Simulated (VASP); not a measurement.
VASP runs on W (space group Im-3m) share one base input (PBE GGA, plane waves, VASP's PBE PAW potentials (set 64)) and change the settings named in each case.

File POSCAR:
```
W
1
   -1.5458720000     1.5458720000     1.5458720000
    1.5458720000    -1.5458720000     1.5458720000
    1.5458720000     1.5458720000    -1.5458720000
W
1
Direct
  0.0000000000   0.0000000000   0.0000000000
```

**INCAR**
```
SYSTEM = W
PREC = Accurate; ENCUT = 300; LREAL = .False.
LASPH = .True.
EDIFF = 1E-6; NELM = 100; ALGO = Normal
LMAXMIX = 6
ISMEAR = -1; SIGMA = 0.1
GGA = PE
ISIF = 2
LWAVE = .False.; LCHARG = .False.
```

**KPOINTS**
```
Regular mesh
0
G
12 12 12
```

POTCAR, in this order: W_sv (PBE.64 set). Program: vasp_std.

| change | E(σ→0) (eV/atom) | pressure (GPa) | −TS (eV) |
|---|---|---|---|
| base run | -12.8223 | 31.60 | -0.0168 |
| GGA = PS | -13.7425 | 21.65 | -0.0169 |
| GGA_COMPAT = .FALSE., LNONCOLLINEAR = .TRUE., LSORBIT = .TRUE., MAGMOM = 0.0 0.0 0.0, program vasp_ncl | -13.6398 | 32.37 | -0.0159 |
| KPOINTS 5×5×5 Γ-centred mesh | -12.8702 | 32.23 | -0.0101 |
 Energies of different potentials or functionals have different zeros.  Unless said otherwise, spin-orbit coupling is left out, though it shifts the bands of the heavy elements here. At 300 eV the pressure can carry a Pulay error.

Left out are runs that ran out of time, are held back, or changed the cell or the kind of run, fixed moments of cells without a moment, rows past the twelfth, gaps on odd meshes, pressures of charged cells and columns that move by less than the noise.

The structure is a typed W crystal (Im-3m). The cell was not relaxed at this level, its lattice was scaled by up to 2.5 %.
